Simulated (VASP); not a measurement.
VASP input:

INCAR:
```
ALGO = Normal
EDIFF = 1E-6
ENCUT = 400
GGA = PE
ISIF = 2
ISMEAR = 1
LASPH = T
LCHARG = F
LMAXMIX = 6
LREAL = F
LWAVE = F
NELM = 100
PREC = Accurate
SIGMA = 0.1
SYSTEM = PtTe2
```

**POSCAR**
```
PtTe2
1
    2.0150000000    -3.4900820000     0.0000000000
    2.0150000000     3.4900820000     0.0000000000
    0.0000000000     0.0000000000     5.2200000000
Te Pt
2 1
Direct
  0.3333330000   0.6666670000   0.2540000000
  0.6666670000   0.3333330000   0.7460000000
  0.0000000000   0.0000000000   0.0000000000
```

### KPOINTS
```
Automatic mesh
0
Gamma
8 8 6
0 0 0
```

POTCAR, in this order: Te Pt (PBE.64 set). Program: vasp_std.

Task: Translate this PBE calculation to Ansatz.

Result: One equivalent input (not run):
Ansatz 0.2 input:
```yaml
crystal:
  lattice:
    - [2.0150000, -3.4900820, 0.0000000]
    - [2.0150000, 3.4900820, 0.0000000]
    - [0.0000000, 0.0000000, 5.2200000]
  atoms:
    - { symbol: Te, position: [0.3333330, 0.6666670, 0.2540000] }
    - { symbol: Te, position: [0.6666670, 0.3333330, 0.7460000] }
    - { symbol: Pt, position: [0.0000000, 0.0000000, 0.0000000] }
kpoints:
  mp_grid: { grid: [8, 8, 6] }
hamiltonian:
  xc: pbe
  pseudopotentials: { kind: paw }
scf:
  occupations: { method: methfessel_paxton, width: 0.1 }
  max_iter: 100
output: { forces: true, stress: true, eigenvalues: true }
```
Limits of the translation: each code has its own PAW files, so the cut-off isn't converted (ENCUT is set for VASP's; basis.ecutwfc is left out, and Ansatz then takes the one that its files recommend); Ansatz stops its SCF on the density residual and VASP on the energy change (EDIFF).

The compound is PtTe2 in the 1T layered structure. The cell was not relaxed at this level.
